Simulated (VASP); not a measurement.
Crystal: MoS2.

```
Mo S
1.0
     3.16100    0.00000    0.00000
    -1.58050    2.73751    0.00000
     0.00000    0.00000   11.68025
Mo S
2 4
Direct
  0.33333 0.66667 0.25000
  0.66667 0.33333 0.75000
  0.66667 0.33333 0.38399
  0.66667 0.33333 0.11601
  0.33333 0.66667 0.88399
  0.33333 0.66667 0.61601
```

The cell was built by a generator and needn't be a form met in nature.

Base run:

* Program: VASP 6.6.1
* Functional: optB86b-vdW
* Potentials or basis: VASP PAW PBE potentials, release 64 (Mo_sv, S)
* Cutoff: 520 eV
* k mesh: 8 × 8 × 2
* Occupations: fermi-dirac, width 0.05 eV
* Spin: no spin polarisation

Its results: band gap on the k mesh 0.67 eV, indirect (least direct gap 1.87 eV); pressure 2.1 GPa; largest force 0.104 eV/Å.

**Question.** After a change of settings the same cell gave: band gap on the k mesh 0.65 eV, indirect (least direct gap 1.86 eV); pressure -1.4 GPa; largest force 0.402 eV/Å. Which change was it?
A. functional from optB86b-vdW to LDA; potentials or basis from VASP PAW PBE potentials, release 64 (Mo_sv, S) to VASP PAW LDA potentials, release 64 (Mo_sv, S)
B. functional from optB86b-vdW to vdW-DF2
C. functional from optB86b-vdW to SCAN
D. functional from optB86b-vdW to PBEsol

**Answer.** D.

Caveats: the PAW data sets were made with another functional, which shifts forces and pressure a little.

Not every run made on this cell is shown here.
